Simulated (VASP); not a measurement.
Input of a VASP 6.6.1 run:

Contents of INCAR:

```
SYSTEM = GaSb
PREC     = Accurate       ! precision mode
ENCUT    = 520            ! plane-wave cutoff, eV
EDIFF    = 1E-6           ! SCF threshold, eV
ISMEAR   = 0              ! smearing method
SIGMA    = 0.01           ! smearing width, eV
LREAL    = .False.        ! projectors in reciprocal space
LASPH    = .True.         ! aspherical terms in the spheres
NELM     = 100            ! most SCF steps
ALGO     = Fast           ! electronic algorithm
ISIF     = 2              ! what is computed and relaxed
LWAVE    = .False.        ! write WAVECAR
LCHARG   = .False.        ! write CHGCAR
NBANDS   = 16             ! bands
```

KPOINTS

```
regular mesh
0
Gamma
  10 10 10
  0 0 0
```

Contents of POSCAR:

```
GaSb
1.0
    0.0241968766      3.0185603497      2.9943634731
    3.0185603497      0.0241968766      2.9943634731
    3.0427572262      3.0427572262     -0.0000000001
Ga Sb
1 1
Direct
    0.0012413148      0.0012413148     -0.0012413148
    0.2487586852      0.2487586852      0.2512413148
```

Potentials or basis: VASP PAW LDA potentials, release 64 (Ga_d, Sb).

Command:

```bash
$ cat potpaw_LDA.64/Ga_d/POTCAR potpaw_LDA.64/Sb/POTCAR > POTCAR
$ mpirun -np 1 vasp_std > vasp.out
```

Problem. Predict the pressure.

Solution. 1.0 GPa.

Problem. Estimate the band gap on the k mesh.

Solution. 0.17 eV, direct.

Stress tensor (GPa, compression positive):
```
 0.87 -0.69  0.00
-0.69  0.87  0.00
 0.00  0.00  1.23
```

Caveat: spin-orbit coupling is left out, which moves the levels of the heavy elements. A k mesh can miss the band edges.
